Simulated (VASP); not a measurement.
Output of a VASP run:

File OUTCAR:
```
 ion  position               nearest neighbor table
   1  0.000  0.000  0.003-   4 2.80   5 2.80   4 2.80   5 2.80   3 2.82   3 2.82   3 2.82   3 2.82
                             4 2.92   5 2.92   5 2.92   4 2.92   2 3.44   2 3.44   2 3.44   2 3.44
   2  0.500  0.500  0.521-   3 1.85   4 2.00   5 2.00   5 2.00   4 2.00   3 2.25   1 3.44   1 3.44
                             1 3.44   1 3.44   1 3.53   1 3.53   1 3.53   1 3.53
   3  0.500  0.500  0.971-   2 1.85   2 2.25   1 2.82   1 2.82   1 2.82   1 2.82
   4  0.000  0.500  0.484-   2 2.00   2 2.00   1 2.80   1 2.80   1 2.92   1 2.92
   5  0.500  0.000  0.484-   2 2.00   2 2.00   1 2.80   1 2.80   1 2.92   1 2.92
  LATTYP: Found a simple tetragonal cell.
 ALAT       =     3.9888955592
 C/A-ratio  =     1.0273823328
 Subroutine PRICEL returns:
 Original cell was already a primitive cell.
 Subroutine GETGRP returns: Found  8 space group operations
The static configuration has the point symmetry C_4v.
The dynamic configuration has the point symmetry C_4v.
 Subroutine INISYM returns: Found  8 space group operations
 Subroutine IBZKPT returns following result:
 Found     40 irreducible k-points:

 Following reciprocal coordinates:
            Coordinates               Weight
  0.000000  0.000000  0.000000      1.000000
  0.166667  0.000000  0.000000      4.000000
  0.333333  0.000000  0.000000      4.000000
  0.500000  0.000000  0.000000      2.000000
  0.166667  0.166667  0.000000      4.000000
  0.333333  0.166667  0.000000      8.000000
  0.500000  0.166667  0.000000      4.000000
  0.333333  0.333333  0.000000      4.000000
  0.500000  0.333333  0.000000      4.000000
  0.500000  0.500000  0.000000      1.000000
  0.000000  0.000000  0.166667      2.000000
  0.166667  0.000000  0.166667      8.000000
  0.333333  0.000000  0.166667      8.000000
  0.500000  0.000000  0.166667      4.000000
  0.166667  0.166667  0.166667      8.000000
  0.333333  0.166667  0.166667     16.000000
  0.500000  0.166667  0.166667      8.000000
  0.333333  0.333333  0.166667      8.000000
  0.500000  0.333333  0.166667      8.000000
  0.500000  0.500000  0.166667      2.000000
  0.000000  0.000000  0.333333      2.000000
  0.166667  0.000000  0.333333      8.000000
  0.333333  0.000000  0.333333      8.000000
  0.500000  0.000000  0.333333      4.000000
  0.166667  0.166667  0.333333      8.000000
  0.333333  0.166667  0.333333     16.000000
  0.500000  0.166667  0.333333      8.000000
  0.333333  0.333333  0.333333      8.000000
  0.500000  0.333333  0.333333      8.000000
  0.500000  0.500000  0.333333      2.000000
  0.000000  0.000000  0.500000      1.000000
  0.166667  0.000000  0.500000      4.000000
  0.333333  0.000000  0.500000      4.000000
  0.500000  0.000000  0.500000      2.000000
  0.166667  0.166667  0.500000      4.000000
  0.333333  0.166667  0.500000      8.000000
  0.500000  0.166667  0.500000      4.000000
  0.333333  0.333333  0.500000      4.000000
  0.500000  0.333333  0.500000      4.000000
  0.500000  0.500000  0.500000      1.000000
   k-points           NKPTS =     40   k-points in BZ     NKDIM =     40   number of bands    NBANDS=     24
   number of dos      NEDOS =    601   number of ions     NIONS =      5
   total plane-waves  NPLWV =  27000
   dimension x,y,z NGX =    30 NGY =   30 NGZ =   30
   dimension x,y,z NGXF=    60 NGYF=   60 NGZF=   60
   ions per type =               1   1   3
   PREC   = accura    normal or accurate (medium, high low for compatibility)
   ISTART =      0    job   : 0-new  1-cont  2-samecut
   ICHARG =      2    charge: 1-file 2-atom 10-const
   ISPIN  =      1    spin polarized calculation?
   LNONCOLLINEAR =      F non collinear calculations
   LSORBIT =      F    spin-orbit coupling
   INIWAV =      1    electr: 0-lowe 1-rand  2-diag
   ENCUT  =  520.0 eV  38.22 Ry    6.18 a.u.   7.42  7.42  7.62*2*pi/ulx,y,z
   NELM   =    100;   NELMIN=  2; NELMDL= -5     # of ELM steps
   EDIFF  = 0.1E-06   stopping-criterion for ELM
   LREAL  =      F    real-space projection
   NLSPLINE    = F    spline interpolate recip. space projectors
...
```

File OSZICAR:
```
       N       E                     dE             d eps       ncg     rms          rms(c)
DAV:   1     0.464134285112E+03    0.46413E+03   -0.21501E+04  1920   0.180E+03
DAV:   2     0.401866323899E+01   -0.46012E+03   -0.45438E+03  2448   0.484E+02
DAV:   3    -0.398478005856E+02   -0.43866E+02   -0.43823E+02  2752   0.147E+02
DAV:   4    -0.418101223126E+02   -0.19623E+01   -0.19614E+01  2768   0.276E+01
DAV:   5    -0.418781018904E+02   -0.67980E-01   -0.67974E-01  2648   0.378E+00    0.237E+01
DAV:   6    -0.313451103055E+02    0.10533E+02   -0.75493E+01  3040   0.783E+01    0.104E+01
DAV:   7    -0.313126669023E+02    0.32443E-01   -0.12958E+01  2456   0.270E+01    0.681E+00
DAV:   8    -0.311175999054E+02    0.19507E+00   -0.10522E+00  2600   0.101E+01    0.288E+00
DAV:   9    -0.311468812251E+02   -0.29281E-01   -0.26046E-01  2616   0.404E+00    0.123E+00
DAV:  10    -0.311337222565E+02    0.13159E-01   -0.96536E-02  2544   0.334E+00    0.373E-01
DAV:  11    -0.311329643091E+02    0.75795E-03   -0.64335E-03  2672   0.620E-01    0.851E-02
DAV:  12    -0.311329136588E+02    0.50650E-04   -0.34546E-04  2312   0.155E-01    0.360E-02
DAV:  13    -0.311329088827E+02    0.47761E-05   -0.16865E-04  2504   0.132E-01    0.155E-02
DAV:  14    -0.311329084512E+02    0.43144E-06   -0.38884E-05  2984   0.533E-02    0.551E-03
DAV:  15    -0.311329090078E+02   -0.55655E-06   -0.51199E-06  2584   0.168E-02    0.536E-03
DAV:  16    -0.311329089402E+02    0.67566E-07   -0.17427E-06  2456   0.112E-02    0.229E-03
DAV:  17    -0.311329089473E+02   -0.70686E-08   -0.62544E-07  2088   0.693E-03
   1 F= -.31132909E+02 E0= -.31132909E+02  d E =0.000000E+00
```

**OUTCAR**
```
------------------------ aborting loop because EDIFF is reached ----------------------------------------
  FORCE on cell =-STRESS in cart. coord.  units (eV):
  Direction    XX          YY          ZZ          XY          YZ          ZX
  --------------------------------------------------------------------------------------
  Total        0.0230772      0.0230772      0.0341775      0.0000000      0.0000000      0.0000000
  in kB        0.5670264      0.5670264      0.8397715      0.0000000      0.0000000      0.0000000
  external PRESSURE =       0.6579414 kB  Pullay stress =       0.0000000 kB
  volume of cell :       65.21
      direct lattice vectors                 reciprocal lattice vectors
     3.988895559  0.000000000  0.000000000     0.250695960  0.000000000  0.000000000
     0.000000000  3.988895559  0.000000000     0.000000000  0.250695960  0.000000000
     0.000000000  0.000000000  4.098120825     0.000000000  0.000000000  0.244014279
 POSITION                                       TOTAL-FORCE (eV/Angst)
 -----------------------------------------------------------------------------------
      0.00000      0.00000      0.01332        -0.000000      0.000000     -0.005241
      1.99445      1.99445      2.13513        -0.000000     -0.000000     -0.024464
      1.99445      1.99445      3.98025        -0.000000      0.000000     -0.001230
      0.00000      1.99445      1.98453         0.000000     -0.000000      0.015467
      1.99445      0.00000      1.98453        -0.000000      0.000000      0.015467
 -----------------------------------------------------------------------------------
    total drift:                                0.000000      0.000000     -0.000627
  FREE ENERGIE OF THE ION-ELECTRON SYSTEM (eV)
  ---------------------------------------------------
  free  energy   TOTEN  =       -31.1329089473 eV

  energy  without entropy=      -31.1329089473  energy(sigma->0) =      -31.13290895

 total charge

# of ion       s       p       d       tot
------------------------------------------
    1        2.009   5.646   0.319   7.974
    2        2.213   6.268   1.753  10.234
    3        1.563   3.460   0.000   5.022
    4        1.557   3.463   0.000   5.020
    5        1.557   3.463   0.000   5.020
--------------------------------------------------
tot          8.899  22.299   2.072  33.271
```
(Selected blocks of OUTCAR.)

**POSCAR**
```
BaTiO3
1
    3.9888955592     0.0000000000     0.0000000000
    0.0000000000     3.9888955592     0.0000000000
    0.0000000000    -0.0000000000     4.0981208248
Ba Ti O
1 1 3
Direct
  0.0000000000   1.0000000000   0.0032508032
  0.5000000000   0.5000000000   0.5210027245
  0.5000000000   0.5000000000   0.9712374489
  0.0000000000   0.5000000000   0.4842545117
  0.5000000000   1.0000000000   0.4842545117
```

Question: Write an INCAR and KPOINTS that could have produced this output.

Answer: Several could match; the one computed here: the input of the run itself, optB86b-vdW, plane waves, VASP's PBE PAW potentials (set 64).

**KPOINTS**
```
Automatic mesh
0
Gamma
6 6 6
0 0 0
```

### INCAR
```
SYSTEM = BaTiO3
PREC = Accurate
ENCUT = 520
EDIFF = 1E-7
NELM = 100
ALGO = Normal
LREAL = .FALSE.
LASPH = .TRUE.
ISMEAR = -5
GGA = MK
PARAM1 = 0.1234
PARAM2 = 1.0
LUSE_VDW = .TRUE.
AGGAC = 0.0
LMAXMIX = 4
LWAVE = .FALSE.
LCHARG = .TRUE.
LORBIT = 11
NEDOS = 601
ISIF = 2
LEFG = .TRUE.
```

POTCAR, in this order: Ba_sv Ti_sv O (PBE.64 set). Program: vasp_std.

The compound is BaTiO3 in the tetragonal perovskite structure. It was relaxed first.
